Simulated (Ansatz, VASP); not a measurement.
# CaAl4O in VASP and in Ansatz

```
Ca Al O
1.0
     2.62043   -4.40716    0.00000
     2.62043    4.40716    0.00000
     0.00000    0.00000    4.21360
Ca Al O
1 4 1
Cartesian
  0.0000 0.0000 0.0000
  2.6204 -1.4851 0.0000
  2.6204 1.4851 0.0000
  1.3102 -2.2036 2.1068
  1.3102 2.2036 2.1068
  2.6204 0.0000 2.1068
```

Change from the starting cell: species swapped into the HoAlNi4 type (Cmmm, No. 65).

Alike in both runs: task relaxation of cell and atoms; functional PBE; k mesh 4 × 4 × 4; occupations gaussian, width 0.1 eV; no spin polarisation.

```csv
,VASP,Ansatz
version,VASP 6.6.1,Ansatz 0.2.0
potentials or method,"VASP PAW PBE potentials, release 64 (Ca_sv, Al, O)","scalar-relativistic, plane waves, PAW"
plane-wave cutoff (eV),600,420
valence electrons in the cell,28,28
```

Ansatz gave:

| Property | Result |
| --- | --- |
| gap on the k mesh at the Fermi level, each at its own relaxed structure (eV) | none |
| relaxed volume (Å³/atom) | 17.89 |
| relaxed cell length with the largest relative difference (Å) | 4.994 |
| energy change over the relaxation (meV/atom) | -139 |

**Question.** Estimate VASP's values.

**Answer.** gap on the k mesh at the Fermi level, each at its own relaxed structure (eV): none; relaxed volume (Å³/atom): 17.96; relaxed cell length with the largest relative difference (Å): 5.004; energy change over the relaxation (meV/atom): -138.

A gap of «none» marks a metal or a gap that the smearing closes.

Caveats: the k mesh is coarse (spacing up to 0.37 Å⁻¹), so the values aren't converged.
